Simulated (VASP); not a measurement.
# A VASP study of TaN (PBEsol): structure first, properties next, part 2 of 4

Wanted: the relaxed cell of TaN and its properties. The start is a computed cell from the Materials Project.

VASP 6.6.1; PBEsol; plane waves and PAW (Ta_pv, N).

Still holding for the runs below: The k-mesh is coarse for a metal.

So far. Step 2 (Full relaxation (PBEsol)): It ends with forces that vanish by symmetry and a pressure of -0.03 GPa. Step 3 (Second relaxation): It ends with forces that vanish by symmetry and a pressure of -0.04 GPa. The volume moved by under 0.01 %: the run met its threshold at the first step. The relaxed cell has a = 4.379 Å (conventional setting).

**4. Density, ELF and potential (PBEsol)**

A single point on the relaxed cell gives a clean self-consistent state, with density, ELF and potential written out.

INCAR reads:

```
SYSTEM = TaN
PREC = Accurate
ENCUT = 520
EDIFF = 1E-06
NELM = 100
ISMEAR = 0
SIGMA = 0.05
LREAL = .FALSE.
ALGO = Normal
GGA = PS
NBANDS = 14
LASPH = .TRUE.
LORBIT = 11
LWAVE = .FALSE.
LCHARG = .TRUE.
ISIF = 2
LELF = .TRUE.
LVHAR = .TRUE.
```

POSCAR reads:

```
TaN
1.0
    0.0000000000      2.1896803542      2.1896803542
    2.1896803542      0.0000000000      2.1896803542
    2.1896803542      2.1896803542      0.0000000000
Ta N
1 1
Direct
    0.5000000000      0.5000000000      0.5000000000
    0.0000000000      0.0000000000      0.0000000000
```

KPOINTS reads:

```
Automatic mesh
0
Gamma
9 9 9
0 0 0
```

Potentials, in the order of the species: Ta_pv and N (PBE family, release 64).

Command:

```bash
$ mpirun -np 2 vasp_std
```

Log:

```text
[banner, memory and clock lines left out]
running    2 mpi-ranks, on    1 nodes
 distrk:  each k-point on    2 cores,    1 groups
 distr:  one band on    1 cores,    2 groups

 POSCAR found type information on POSCAR TaN
 POSCAR found :  2 types and       2 ions
 [... a notice as in an earlier step ...]

 LDA part: xc-table for (Slater+PW92), standard interpolation
 POSCAR, INCAR and KPOINTS ok, starting setup
 FFT: planning ... GRIDC
 FFT: planning ... GRID_SOFT
 FFT: planning ... GRID
 WAVECAR not read
 entering main loop
       N       E                     dE             d eps       ncg     rms          rms(c)
DAV:   1     0.871389019204E+02    0.87139E+02   -0.88188E+03   980   0.121E+03
[... 1 cycle as in an earlier step ...]
DAV:   3    -0.259824912137E+02   -0.29674E+01   -0.29365E+01  1112   0.482E+01
DAV:   4    -0.259981453452E+02   -0.15654E-01   -0.15648E-01  1148   0.361E+00
DAV:   5    -0.259982508588E+02   -0.10551E-03   -0.10551E-03  1118   0.263E-01    0.250E+01
DAV:   6    -0.233403666492E+02    0.26579E+01   -0.56563E+00  1088   0.269E+01    0.106E+01
DAV:   7    -0.232528188322E+02    0.87548E-01   -0.36108E-01  1208   0.572E+00    0.714E+00
[... 1 cycle as in an earlier step ...]
DAV:   9    -0.232143557637E+02    0.42462E-02   -0.12954E-02  1082   0.987E-01    0.373E-01
DAV:  10    -0.232141940900E+02    0.16167E-03   -0.56932E-04  1304   0.293E-01    0.103E-01
DAV:  11    -0.232141631949E+02    0.30895E-04   -0.60845E-05  1114   0.802E-02    0.188E-02
DAV:  12    -0.232141630791E+02    0.11573E-06   -0.34009E-06  1256   0.180E-02
   1 F= -.23214163E+02 E0= -.23213676E+02  d E =-.974007E-03
```

The job ended after 5.8 s (2 MPI ranks of Intel Xeon Platinum 8559C (Emerald Rapids), shared host; peak memory 0.23 GiB).

From OUTCAR (step 4):

```text
The static configuration has the point symmetry O_h .

 Found     35 irreducible k-points:

   NELECT =      16.0000    total number of electrons

 E-fermi :   9.4073

  Total       -0.0045970     -0.0045970     -0.0045970      0.0000000      0.0000000      0.0000000
  in kB       -0.3507614     -0.3507614     -0.3507614      0.0000000      0.0000000      0.0000000
  external PRESSURE =      -0.3507614 kB  Pullay stress =       0.0000000 kB

 POSITION                                       TOTAL-FORCE (eV/Angst)
 -----------------------------------------------------------------------------------
      2.18968      2.18968      2.18968        -0.000000     -0.000000     -0.000000
      0.00000      0.00000      0.00000         0.000000      0.000000      0.000000
 -----------------------------------------------------------------------------------
    total drift:                                0.000000     -0.000000     -0.000000

  FREE ENERGIE OF THE ION-ELECTRON SYSTEM (eV)
  ---------------------------------------------------
  free  energy   TOTEN  =       -23.2141630791 eV

  energy  without entropy=      -23.2131890720  energy(sigma->0) =      -23.21367608

[... 16 parts as in an earlier step ...]
```

This step gave:

```yaml
electronic_steps: 12
```

Valence electrons inside each PAW sphere by angular momentum. Sphere charges, by row:

| atom | s (e) | p (e) | d (e) | tot (e) |
| --- | --- | --- | --- | --- |
| Ta1 | 0.277 | 6.231 | 2.473 | 8.981 |
| N2 | 1.222 | 2.537 | 0 | 3.759 |

ELF in the ac plane of the conventional cell at fractional y = 0.000, with atoms of Ta and N within 0.2 Å of it. It is the smooth field of the valence electrons, not physical close to the nuclei.

Values, 14 rows by 14 columns, each cell a mean:
```
0.47 0.72 0.71 0.34 0.28 0.33 0.12 0.06 0.23 0.35 0.25 0.52 0.77 0.57
0.76 0.77 0.61 0.30 0.25 0.39 0.33 0.28 0.39 0.34 0.22 0.44 0.71 0.77
0.55 0.49 0.37 0.24 0.20 0.25 0.28 0.28 0.27 0.21 0.20 0.31 0.44 0.52
0.26 0.24 0.21 0.21 0.24 0.30 0.34 0.36 0.33 0.28 0.23 0.20 0.22 0.25
0.31 0.35 0.29 0.21 0.37 0.61 0.71 0.73 0.68 0.52 0.28 0.21 0.34 0.35
0.15 0.31 0.35 0.24 0.49 0.77 0.72 0.65 0.75 0.68 0.33 0.27 0.39 0.23
0.02 0.15 0.31 0.26 0.55 0.76 0.47 0.25 0.65 0.73 0.36 0.28 0.28 0.06
0.06 0.23 0.35 0.25 0.52 0.77 0.57 0.47 0.72 0.71 0.34 0.28 0.33 0.12
0.28 0.39 0.34 0.22 0.44 0.71 0.77 0.76 0.77 0.61 0.30 0.25 0.39 0.33
0.28 0.27 0.21 0.20 0.31 0.44 0.52 0.55 0.49 0.37 0.24 0.20 0.25 0.28
0.36 0.33 0.28 0.23 0.20 0.22 0.25 0.26 0.24 0.21 0.21 0.24 0.30 0.34
0.73 0.68 0.52 0.28 0.21 0.34 0.35 0.31 0.35 0.29 0.21 0.37 0.61 0.71
0.65 0.75 0.68 0.33 0.27 0.39 0.23 0.15 0.31 0.35 0.24 0.49 0.77 0.72
0.25 0.65 0.73 0.36 0.28 0.28 0.06 0.02 0.15 0.31 0.26 0.55 0.76 0.47
```
Columns run along a (4.4 Å), rows up along c (4.4 Å), edges of the conventional cell, whose origin can differ from the input's. Atoms in or near the plane, at fractional coordinates: Ta at (0.50, 0.00), Ta at (0.00, 0.50), N at (0.00, 0.00), N at (0.50, 0.50).

Valence density in the ac plane of the conventional cell at fractional y = 0.000, with atoms of Ta and N within 0.2 Å of it. It is the smooth field of the valence electrons, not physical close to the nuclei.

Ten even steps from '_' (0.3 e/Å³) to '@' (4.3 e/Å³), each cell a mean:
```
##++::__..++%%@@##--__..--##
==::______::++++==..____..--
..__________......________..
..__________________________
--::________::::..______..--
%%**::____::++**==..__..==##
@@%%--....==##%%**::__..++@@
@@##--__..--####++::__..++%%
++==..____..--==::______::++
....________....__________..
______________..____________
::..______..----::________::
**==..__..==##%%**::____::++
%%**::__..++@@@@%%--....==##
```
Columns run along a (4.4 Å), rows up along c (4.4 Å), edges of the conventional cell, whose origin can differ from the input's. Atoms in or near the plane, at fractional coordinates: Ta at (0.50, 0.00), Ta at (0.00, 0.50), N at (0.00, 0.00), N at (0.50, 0.50).

Electrostatic potential energy in the ac plane of the conventional cell at fractional y = 0.000, with atoms of Ta and N within 0.2 Å of it. With pseudopotentials it is smooth inside the atoms' cores, unlike the true potential.

Ten even steps from '0' (-51 eV) to '9' (-3 eV), each cell a mean:
```
01887655568950
47998766678995
89999877789999
88999988999988
67799987999876
56789710499765
45688402078765
55689500188765
66789954799876
77899998999987
89999888899998
79998766779998
04997655678971
20787654568840
```
Columns run along a (4.4 Å; values clipped at the 3rd and 97th percentile), rows up along c (4.4 Å), edges of the conventional cell, whose origin can differ from the input's. Atoms in or near the plane, at fractional coordinates: Ta at (0.50, 0.00), Ta at (0.00, 0.50), N at (0.00, 0.00), N at (0.50, 0.50).

In this run the pressure is -0.04 GPa, small enough to go on.

**5. Bands along the symmetry lines (PBEsol)**

Levels along the symmetry lines show where the bands peak and cross; KPOINTS_OPT computes them in the converged potential.

INCAR reads:

```
SYSTEM = TaN
PREC = Accurate
ENCUT = 520
EDIFF = 1E-06
NELM = 100
ISMEAR = 0
SIGMA = 0.05
LREAL = .FALSE.
ALGO = Normal
GGA = PS
NBANDS = 20
LASPH = .TRUE.
LORBIT = 11
LWAVE = .FALSE.
LCHARG = .FALSE.
KPAR = 2
```

POSCAR is that of step 4.

KPOINTS is that of step 4.

KPOINTS_OPT reads:

```
Line mode
16
Line-mode
Reciprocal
  0.00000000   0.00000000   0.00000000 GAMMA
  0.50000000   0.00000000   0.50000000 X

  0.50000000   0.00000000   0.50000000 X
  0.50000000   0.25000000   0.75000000 W

  0.50000000   0.25000000   0.75000000 W
  0.37500000   0.37500000   0.75000000 K

  0.37500000   0.37500000   0.75000000 K
  0.00000000   0.00000000   0.00000000 GAMMA

  0.00000000   0.00000000   0.00000000 GAMMA
  0.50000000   0.50000000   0.50000000 L

  0.50000000   0.50000000   0.50000000 L
  0.62500000   0.25000000   0.62500000 U

  0.62500000   0.25000000   0.62500000 U
  0.50000000   0.25000000   0.75000000 W

  0.50000000   0.25000000   0.75000000 W
  0.50000000   0.50000000   0.50000000 L

  0.50000000   0.50000000   0.50000000 L
  0.37500000   0.37500000   0.75000000 K

  0.62500000   0.25000000   0.62500000 U
  0.50000000   0.00000000   0.50000000 X
```

Command:

```bash
$ mpirun -np 2 vasp_std
```

Log:

```text
[... set-up lines as in an earlier step ...]
 entering main loop
       N       E                     dE             d eps       ncg     rms          rms(c)
DAV:   1     0.100124660295E+03    0.10012E+03   -0.81570E+03  1400   0.855E+02
DAV:   2    -0.228535148387E+02   -0.12298E+03   -0.11567E+03  1584   0.261E+02
DAV:   3    -0.259903468794E+02   -0.31368E+01   -0.31048E+01  1676   0.379E+01
DAV:   4    -0.259982370447E+02   -0.78902E-02   -0.78894E-02  1532   0.205E+00
DAV:   5    -0.259982524051E+02   -0.15360E-04   -0.15359E-04  1588   0.889E-02    0.250E+01
DAV:   6    -0.233251989558E+02    0.26731E+01   -0.26314E+00  1624   0.188E+01    0.105E+01
DAV:   7    -0.232542365893E+02    0.70962E-01   -0.40554E-01  1484   0.465E+00    0.715E+00
DAV:   8    -0.232192771911E+02    0.34959E-01   -0.95793E-02  1560   0.238E+00    0.158E+00
DAV:   9    -0.232143111029E+02    0.49661E-02   -0.86083E-03  1548   0.717E-01    0.286E-01
DAV:  10    -0.232142030549E+02    0.10805E-03   -0.46723E-04  1544   0.232E-01    0.125E-01
DAV:  11    -0.232141628221E+02    0.40233E-04   -0.34800E-05  1520   0.590E-02    0.155E-02
DAV:  12    -0.232141630359E+02   -0.21386E-06   -0.48594E-06  1572   0.170E-02
   1 F= -.23214163E+02 E0= -.23213676E+02  d E =-.973980E-03
 Start KPOINTS_OPT (optional k-point list driver)
k-point batch [1-35\160]
       N       E                     dE             ncg
DAV:   1    -0.585690063151E+03   -0.21067E+05     1408
DAV:   2    -0.482915522615E+04   -0.42435E+04     1576
DAV:   3    -0.494122921352E+04   -0.11207E+03     1648
DAV:   4    -0.494157173724E+04   -0.34252E+00     1544
DAV:   5    -0.494157244814E+04   -0.71090E-03     1560
DAV:   6    -0.494157245175E+04   -0.36076E-05     1512
DAV:   7    -0.494157245179E+04   -0.45210E-07     1268
[...]
k-point batch [141-160\160]
       N       E                     dE             ncg
DAV:   1     0.100892978497E+05   -0.15643E+05      800
DAV:   2     0.765163913866E+04   -0.24377E+04      920
DAV:   3     0.758879955989E+04   -0.62840E+02      932
DAV:   4     0.758863500219E+04   -0.16456E+00      876
DAV:   5     0.758863465908E+04   -0.34311E-03      912
DAV:   6     0.758863465742E+04   -0.16568E-05      820
DAV:   7     0.758863465739E+04   -0.26996E-07      736
```

Wall time 15 s (2 MPI ranks); peak memory 0.28 GiB.

From OUTCAR (step 5):

```text
   k-points           NKPTS =     35   k-points in BZ     NKDIM =     35   number of bands    NBANDS=     20

   NELECT =      16.0000    total number of electrons

 E-fermi :   9.4074

 k-point     1 :       0.0000    0.0000    0.0000
  band No.  band energies     occupation
    ...
      6       5.6901      2.00000
      7       5.6901      2.00000
      8       7.3530      2.00000
      9       7.3530      2.00000
     10       7.3530      2.00000
     11       9.5445      0.00011
     12       9.5445      0.00011
     13      11.1718      0.00000
     14      18.9005      0.00000
     15      21.9020      0.00000
    ...

  Total       -0.0049580     -0.0049580     -0.0049580      0.0000000     -0.0000000      0.0000000
  in kB       -0.3783074     -0.3783074     -0.3783074      0.0000000     -0.0000000      0.0000000
  external PRESSURE =      -0.3783074 kB  Pullay stress =       0.0000000 kB

 POSITION                                       TOTAL-FORCE (eV/Angst)
 -----------------------------------------------------------------------------------
      2.18968      2.18968      2.18968         0.000000      0.000000      0.000000
      0.00000      0.00000      0.00000        -0.000000     -0.000000     -0.000000
 -----------------------------------------------------------------------------------
    total drift:                                0.000000     -0.000000     -0.000000

  FREE ENERGIE OF THE ION-ELECTRON SYSTEM (eV)
  ---------------------------------------------------
  free  energy   TOTEN  =       -23.2141630359 eV

  energy  without entropy=      -23.2131890563  energy(sigma->0) =      -23.21367605

[... 8 parts as in an earlier step ...]

[... 8 further parts left out ...]
```

Spin-orbit coupling is off here; with elements this heavy it splits and shifts levels by tenths of an eV or more.

This step gave:

- bands: 20
- pressure: -0.03783 GPa

The electronic bands at the labelled points (eV, zero at the Fermi level; # counts the bands kept, so #1 is VASP's band 5):

| point | #1 | #2 | #3 | #4 | #5 | #6 | #7 | #8 |
| --- | --- | --- | --- | --- | --- | --- | --- | --- |
| Γ | -3.72 | -3.72 | -3.72 | -2.05 | -2.05 | -2.05 | 0.14 | 0.14 |
| 0.53 of the way | -8.15 | -4.82 | -4.82 | -4.26 | 1.19 | 2.07 | 2.07 | 2.78 |
| X | -6.55 | -5.48 | -4.53 | -4.53 | 2.24 | 3.74 | 3.74 | 4.81 |
| 0.47 of the way | -6.64 | -6.26 | -6.00 | -2.97 | 2.71 | 3.31 | 3.75 | 5.13 |
| W | -7.43 | -6.72 | -6.72 | -0.07 | -0.07 | 3.76 | 4.30 | 4.70 |
| 0.47 of the way | -7.53 | -6.73 | -6.47 | -1.37 | 1.28 | 3.55 | 4.45 | 4.94 |
| K | -7.66 | -6.73 | -6.12 | -2.16 | 2.64 | 2.72 | 4.81 | 5.23 |
| 0.47 of the way | -8.58 | -6.99 | -6.21 | -0.33 | 0.05 | 1.83 | 2.38 | 6.20 |
| Γ | -3.72 | -3.72 | -3.72 | -2.05 | -2.05 | -2.05 | 0.14 | 0.14 |
| 0.53 of the way | -7.91 | -6.42 | -6.42 | -0.53 | -0.10 | -0.10 | 4.44 | 4.44 |
| L | -10.39 | -7.57 | -7.57 | 2.06 | 2.06 | 2.16 | 3.96 | 7.80 |
| 0.47 of the way | -9.54 | -7.18 | -7.15 | 0.27 | 1.92 | 2.09 | 5.49 | 7.14 |
| U | -7.66 | -6.73 | -6.12 | -2.16 | 2.64 | 2.72 | 4.81 | 5.23 |
| 0.53 of the way | -7.53 | -6.73 | -6.47 | -1.37 | 1.28 | 3.55 | 4.45 | 4.94 |
| W | -7.43 | -6.72 | -6.72 | -0.07 | -0.07 | 3.76 | 4.30 | 4.70 |
| 0.47 of the way | -9.01 | -7.01 | -6.93 | 0.24 | 0.66 | 2.87 | 5.30 | 6.41 |
| L | -10.39 | -7.57 | -7.57 | 2.06 | 2.06 | 2.16 | 3.96 | 7.80 |
| 0.53 of the way | -9.31 | -7.10 | -7.04 | -0.05 | 1.93 | 2.12 | 5.43 | 6.96 |
| K | -7.66 | -6.73 | -6.12 | -2.16 | 2.64 | 2.72 | 4.81 | 5.23 |
| jump to U | -7.66 | -6.73 | -6.12 | -2.16 | 2.64 | 2.72 | 4.81 | 5.23 |
| 0.47 of the way | -6.61 | -6.39 | -5.16 | -3.67 | 3.29 | 3.37 | 3.44 | 5.03 |
| X | -6.55 | -5.48 | -4.53 | -4.53 | 2.24 | 3.74 | 3.74 | 4.81 |

Of the projections kept (Ta, N), the largest for each band there; the rest of the weight can lie on other orbitals:

| point | #1 | #2 | #3 | #4 | #5 | #6 | #7 | #8 |
| --- | --- | --- | --- | --- | --- | --- | --- | --- |
| Γ | N 0.96 | N 0.96 | N 0.96 | Ta 1.00 | Ta 1.00 | Ta 1.00 | Ta 1.00 | Ta 1.00 |
| X | N 0.68 | Ta 1.00 | N 0.86 | N 0.86 | Ta 1.00 | Ta 1.00 | Ta 1.00 | Ta 0.74 |
| W | N 0.59 | N 0.54 | N 0.54 | Ta 0.68 | Ta 0.68 | Ta 1.00 | Ta 0.84 | Ta 0.97 |
| K | Ta 0.50 | N 0.60 | N 0.64 | Ta 0.74 | Ta 0.77 | Ta 1.00 | Ta 0.85 | Ta 0.82 |
| Γ | N 0.96 | N 0.96 | N 0.96 | Ta 1.00 | Ta 1.00 | Ta 1.00 | Ta 1.00 | Ta 1.00 |
| L | Ta 0.57 | N 0.52 | N 0.52 | Ta 0.94 | Ta 0.94 | Ta 0.69 | Ta 0.73 | Ta 0.66 |

The electronic bands as a text plot (rows in eV, shown from -8.0 to 1.8 only):

```
    1.6 |  *  *               *   * *   *       *     ** *
    1.2 | *  *         *   *   *        *  *
    0.7 |   *        *      * * *  *   *         *   **   *
    0.3 |***          *     *    *     *    *       **
   -0.1 |                    * *  *   *           ***      *
   -0.5 |  *          *   *  **       *
   -0.9 | *          *        **     *       *   *          *
   -1.3 |              * *     **   *
   -1.7 |                       ** *          * *            *
   -2.1 |*          *   *        **            *
   -2.5 | *
   -2.9 |  *                                                  *
   -3.3 |          *
   -3.7 |*  *                    **                            *
   -4.1 |**  *    *              * *
   -4.5 |  ** ****              *                               *
   -4.9 |    ***  *             *   *                          *
   -5.4 |       **             **   *
   -5.8 | *       **          *      *                        * *
   -6.2 |  *       *    *    * *               **            * *
   -6.6 |        ************ *      **       *******       *****
   -7.0 |       *   *     ** * *       *    ***     **     ** *
   -7.4 |            ***    * *         ****    ***   *****
   -7.8 |   *  *        *             *        *   *         *
         Γ       X    W  K        Γ      L     U  W     L   K|U X
```

There is no gap at this level.

(Part 2 of 4 ends here.)

[Lines on the potential files, build, host, timing and source positions are cut from VASP's logs without a mark.]

[Logs are printed without paths, hosts, clocks, repeated set-up lines and the standing remarks that a program may print on its own settings, such as how far it seeks lower states.]

[Hosts, paths, dates, database ids (printed as entryN), source tags and the programs' standing remarks are cut or masked in the printed files.]

[A measured line is paired with the nearest computed mode of its activity, which favours agreement.]
